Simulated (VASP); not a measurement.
# Band gap of SiO2 (Quartz): cutoff, mesh and cell, part 2 of 2

How far does the LDA gap of SiO2 (Quartz) depend on cutoff, mesh and cell? The starting structure is a measured crystal structure from the Crystallography Open Database. The atoms were first relaxed with LDA in that cell, in a run that isn't shown, and the relaxed structure is the one below.

VASP 6.6.1.

Results so far: reference 5.723 eV; cell and atoms relaxed by LDA 5.806 eV; no band path 5.724 eV.

### 5. Bands with a cutoff of 640 eV

Level of this step: LDA; plane waves and PAW (Si, O) (VASP).

Against step 2 the input has ENCUT = 640.

INCAR

```
SYSTEM = SiO2
PREC = Accurate
ENCUT = 640
EDIFF = 1E-06
NELM = 100
ISMEAR = 0
SIGMA = 0.03
LREAL = .FALSE.
ALGO = Normal
GGA = CA
NBANDS = 46
LORBIT = 11
LWAVE = .FALSE.
LCHARG = .FALSE.
KPAR = 16
LASPH = .TRUE.
```

POSCAR

```
SiO2
1.0
    4.9209000000      0.0000000000      0.0000000000
   -2.4604500000      4.2616244095      0.0000000000
    0.0000000000      0.0000000000      5.4091000000
Si O
3 6
Direct
    0.5312129945      0.5312129945      0.0000000000
    0.0000000000      0.4687870055      0.3333333333
    0.4687870055      0.0000000000      0.6666666667
    0.1448427016      0.7315748149      0.5479944472
    0.8551572984      0.5867321133      0.1186722194
    0.5867321133      0.8551572984      0.8813277806
    0.7315748149      0.1448427016      0.4520055528
    0.2684251851      0.4132678867      0.2146611139
    0.4132678867      0.2684251851      0.7853388861
```

KPOINTS

```
Automatic mesh
0
Gamma
6 6 4
0 0 0
```

KPOINTS_OPT

```
Line mode
8
Line-mode
Reciprocal
  0.00000000   0.00000000   0.00000000 GAMMA
  0.50000000   0.00000000   0.00000000 M

  0.50000000   0.00000000   0.00000000 M
  0.33333333   0.33333333   0.00000000 K

  0.33333333   0.33333333   0.00000000 K
  0.00000000   0.00000000   0.00000000 GAMMA

  0.00000000   0.00000000   0.00000000 GAMMA
  0.00000000   0.00000000   0.50000000 A

  0.00000000   0.00000000   0.50000000 A
  0.50000000   0.00000000   0.50000000 L

  0.50000000   0.00000000   0.50000000 L
  0.33333333   0.33333333   0.50000000 H

  0.33333333   0.33333333   0.50000000 H
  0.00000000   0.00000000   0.50000000 A

  0.50000000   0.00000000   0.50000000 L
  0.50000000   0.00000000   0.00000000 M

  0.33333333   0.33333333   0.00000000 K
  0.33333333   0.33333333   0.50000000 H
```

The projector-augmented-wave data sets are Si and O (LDA family, release 64).

Started as:

```sh
$ mpirun -np 16 vasp_std
```

What it wrote:

```text
[... set-up lines as in an earlier step ...]
 entering main loop
       N       E                     dE             d eps       ncg     rms          rms(c)
DAV:   1     0.247649966561E+03    0.24765E+03   -0.27071E+04  2208   0.114E+03
DAV:   2    -0.712736077621E+02   -0.31892E+03   -0.30649E+03  2614   0.261E+02
DAV:   3    -0.877018940961E+02   -0.16428E+02   -0.16308E+02  2704   0.565E+01
DAV:   4    -0.878410395235E+02   -0.13915E+00   -0.13909E+00  2552   0.573E+00
[...]
DAV:  10    -0.779461802772E+02   -0.40967E-03   -0.72247E-04  2458   0.120E-01    0.737E-02
DAV:  11    -0.779461926179E+02   -0.12341E-04   -0.68290E-05  2644   0.455E-02    0.745E-03
DAV:  12    -0.779461924569E+02    0.16104E-06   -0.51122E-06  2630   0.984E-03
   1 F= -.77946192E+02 E0= -.77946192E+02  d E =-.283442E-23
 Start KPOINTS_OPT (optional k-point list driver)
k-point batch [1-24\72]
       N       E                     dE             ncg
DAV:   1     0.726486782285E+03   -0.21296E+05     2208
DAV:   2    -0.645217745471E+04   -0.71787E+04     2652
DAV:   3    -0.684556143433E+04   -0.39338E+03     2740
DAV:   4    -0.684896543049E+04   -0.34040E+01     2556
DAV:   5    -0.684899931723E+04   -0.33887E-01     2752
DAV:   6    -0.684899986368E+04   -0.54645E-03     2648
DAV:   7    -0.684899987515E+04   -0.11466E-04     2568
DAV:   8    -0.684899987551E+04   -0.36713E-06     1926
[...]
k-point batch [49-72\72]
       N       E                     dE             ncg
DAV:   1     0.740716719670E+03   -0.32450E+05     2208
DAV:   2    -0.645843748309E+04   -0.71992E+04     2650
DAV:   3    -0.684754091394E+04   -0.38910E+03     2720
DAV:   4    -0.685089833952E+04   -0.33574E+01     2600
DAV:   5    -0.685093151250E+04   -0.33173E-01     2680
DAV:   6    -0.685093204604E+04   -0.53355E-03     2696
DAV:   7    -0.685093205725E+04   -0.11209E-04     2514
DAV:   8    -0.685093205759E+04   -0.33929E-06     1962
```

Wall time 29 s (16 MPI ranks of Intel Xeon 6975P-C (Granite Rapids), shared host); peak memory 6.4 GiB.

From OUTCAR (step 5):

```text
  Total       -0.8193614     -0.8193614     -0.7202657      0.0000000      0.0000000      0.0000000
  in kB      -11.5728776    -11.5728776    -10.1732241      0.0000000      0.0000000      0.0000000
  external PRESSURE =     -11.1063264 kB  Pullay stress =       0.0000000 kB

 POSITION                                       TOTAL-FORCE (eV/Angst)
 -----------------------------------------------------------------------------------
      1.30702      2.26383      0.00000        -0.006822     -0.011817     -0.000000
     -1.15343      1.99779      1.80303        -0.006822      0.011817     -0.000000
      2.30685      0.00000      3.60607         0.013645      0.000000     -0.000000
     -1.08725      3.11770      2.96416         0.015342      0.001048      0.010970
      2.76452      2.50043      0.64191        -0.008579     -0.012762     -0.010970
      0.78318      3.64436      4.76719        -0.006763     -0.013811      0.010970
      3.24363      0.61727      2.44494        -0.006763      0.013811     -0.010970
      0.30407      1.76119      1.16112        -0.008579      0.012762      0.010970
      1.37320      1.14393      4.24798         0.015342     -0.001048     -0.010970
 -----------------------------------------------------------------------------------
    total drift:                                0.000000      0.000001      0.000000

  FREE ENERGIE OF THE ION-ELECTRON SYSTEM (eV)
  ---------------------------------------------------
  free  energy   TOTEN  =       -77.9461924569 eV

  energy  without entropy=      -77.9461924569  energy(sigma->0) =      -77.94619246

[... 1 part as in an earlier step ...]

[... 2 further parts left out ...]
[key lines of the parts left out:]
E-fermi :   1.0274
```

With a cutoff of 640 eV the gap is 5.726 eV, +0.002 eV from the reference.

### 6. Bands with a 9×9×6 mesh

Against step 2 the input has a 9×9×6 mesh.

INCAR: that of step 5 with these lines changed.

```diff
@@ -2,3 +2,3 @@
 PREC = Accurate
-ENCUT = 640
+ENCUT = 460
 EDIFF = 1E-06
```

POSCAR is that of step 5.

KPOINTS

```
Automatic mesh
0
Gamma
9 9 6
0 0 0
```

KPOINTS_OPT is that of step 5.

Started as:

```sh
$ mpirun -np 16 vasp_std
```

What it wrote:

```text
[... set-up lines as in an earlier step ...]
 entering main loop
       N       E                     dE             d eps       ncg     rms          rms(c)
DAV:   1     0.197520036633E+03    0.19752E+03   -0.22479E+04  5728   0.877E+02
DAV:   2    -0.747840376560E+02   -0.27230E+03   -0.26243E+03  6926   0.232E+02
DAV:   3    -0.877165852606E+02   -0.12933E+02   -0.12849E+02  6928   0.491E+01
DAV:   4    -0.878188778289E+02   -0.10229E+00   -0.10227E+00  6626   0.491E+00
[...]
DAV:  10    -0.779291602383E+02   -0.39889E-03   -0.71003E-04  6312   0.117E-01    0.748E-02
DAV:  11    -0.779291734483E+02   -0.13210E-04   -0.68497E-05  6880   0.454E-02    0.729E-03
DAV:  12    -0.779291733373E+02    0.11095E-06   -0.52866E-06  6750   0.990E-03
   1 F= -.77929173E+02 E0= -.77929173E+02  d E =-.690902E-18
 Start KPOINTS_OPT (optional k-point list driver)
k-point batch [1-62\72]
       N       E                     dE             ncg
DAV:   1    -0.114842824398E+04   -0.56285E+05     5704
DAV:   2    -0.168841904152E+05   -0.15736E+05     6872
DAV:   3    -0.176743690844E+05   -0.79018E+03     7048
DAV:   4    -0.176807305646E+05   -0.63615E+01     6726
DAV:   5    -0.176807959334E+05   -0.65369E-01     6988
DAV:   6    -0.176807969969E+05   -0.10635E-02     6942
DAV:   7    -0.176807970189E+05   -0.22034E-04     6242
DAV:   8    -0.176807970197E+05   -0.80974E-06     5064
k-point batch [63-72\72]
       N       E                     dE             ncg
DAV:   1     0.484816944538E+05   -0.12607E+05      920
DAV:   2     0.459060604076E+05   -0.25756E+04     1114
DAV:   3     0.457774865371E+05   -0.12857E+03     1128
DAV:   4     0.457764332251E+05   -0.10533E+01     1088
DAV:   5     0.457764224862E+05   -0.10739E-01     1104
DAV:   6     0.457764223122E+05   -0.17402E-03     1168
DAV:   7     0.457764223086E+05   -0.35953E-05     1006
DAV:   8     0.457764223085E+05   -0.12165E-06      810
```

Elapsed: 19 s, on 16 MPI ranks; peak memory 7 GiB.

OUTCAR, selected parts (step 6):

```text
  Total       -0.9840957     -0.9840957     -0.8833089      0.0000000     -0.0000000      0.0000000
  in kB      -13.8996285    -13.8996285    -12.4760889      0.0000000     -0.0000000      0.0000000
  external PRESSURE =     -13.4251153 kB  Pullay stress =       0.0000000 kB

 POSITION                                       TOTAL-FORCE (eV/Angst)
 -----------------------------------------------------------------------------------
      1.30702      2.26383      0.00000        -0.006983     -0.012096      0.000000
     -1.15343      1.99779      1.80303        -0.006983      0.012096      0.000000
      2.30685      0.00000      3.60607         0.013967      0.000000      0.000000
     -1.08725      3.11770      2.96416         0.009853      0.000816      0.015071
      2.76452      2.50043      0.64191        -0.005633     -0.008125     -0.015071
      0.78318      3.64436      4.76719        -0.004220     -0.008941      0.015071
      3.24363      0.61727      2.44494        -0.004220      0.008941     -0.015071
      0.30407      1.76119      1.16112        -0.005633      0.008125      0.015071
      1.37320      1.14393      4.24798         0.009853     -0.000816     -0.015071
 -----------------------------------------------------------------------------------
    total drift:                               -0.000015     -0.000027      0.000001

  FREE ENERGIE OF THE ION-ELECTRON SYSTEM (eV)
  ---------------------------------------------------
  free  energy   TOTEN  =       -77.9291733373 eV

  energy  without entropy=      -77.9291733373  energy(sigma->0) =      -77.92917334

[... 1 part as in an earlier step ...]

[... 2 further parts left out ...]
[key lines of the parts left out:]
E-fermi :   0.9981
```

With a 9×9×6 mesh the gap is 5.723 eV, +0.000 eV from the reference.

### 7. All runs side by side

```csv
run,gap (eV),change (eV),core minutes
reference,5.723,-,3.68
cell and atoms relaxed by LDA,5.806,0.082,3.68
no band path,5.724,0.0,1.71
a cutoff of 640 eV,5.726,0.002,7.73
a 9×9×6 mesh,5.723,0.0,5.07
```

Core minutes are wall time times ranks of the run shown, on a shared host.

### 8. Results

```
reference gap                          : 5.723 eV
gap with cell and atoms relaxed by LDA : 5.806 eV
gap with no band path                  : 5.724 eV
gap with a cutoff of 640 eV            : 5.726 eV
gap with a 9×9×6 mesh                  : 5.723 eV
```

Among the runs that read a gap along the path, the one with cell and atoms relaxed by LDA moves it most, by +0.082 eV. On finer settings it changes by +0.002 eV with a cutoff of 640 eV and +0.000 eV with a 9×9×6 mesh. The functional's own error isn't tested here. Further runs on this material are not shown.

[Lines on the potential files, build, host, timing and source positions are cut from VASP's logs without a mark.]

[Logs are printed without paths, hosts, clocks, repeated set-up lines and the standing remarks that a program may print on its own settings, such as how far it seeks lower states.]

[Hosts, paths, dates, database ids (printed as entryN), source tags and the programs' standing remarks are cut or masked in the printed files.]
